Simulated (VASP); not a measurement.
```yaml
crystal:
  lattice:
    - [3.61823, 0.00000, 0.00000]
    - [0.00000, 3.61823, 0.00000]
    - [0.00000, 0.00000, 3.61823]
  atoms:
    - { symbol: Sr, position: [0.00000, 0.00000, 0.00000] }
    - { symbol: V, position: [0.50000, 0.50000, 0.50000] }
    - { symbol: O, position: [0.50000, 0.00000, 0.50000] }
    - { symbol: O, position: [0.00000, 0.50000, 0.50000] }
    - { symbol: O, position: [0.50000, 0.50000, 0.00000] }
```

Method: PBEsol GGA, VASP's PBE PAW potentials (set 64) (plane waves; VASP). Settings: 620 eV cut-off, 9×9×9 Γ-centred mesh, first-order Methfessel-Paxton smearing of 0.10 eV, potentials Sr_sv V_sv O.

### Question
Predict the energy per atom (σ→0), pressure, band gap (on the k-mesh) with the smallest direct gap where there is one.

### Answer

```yaml
band gap (on the k-mesh): none (metal, semimetal or under 0.01 eV)
energy per atom (σ→0): -8072 meV/atom
pressure: 45.06 GPa
```

The compound is SrVO3 in the cubic perovskite structure. It was relaxed first under an external pressure of 45 GPa. The run is not spin-polarised, so no magnetic state was tried. The electron count is odd and the run is not spin-polarised, which forces a metal.
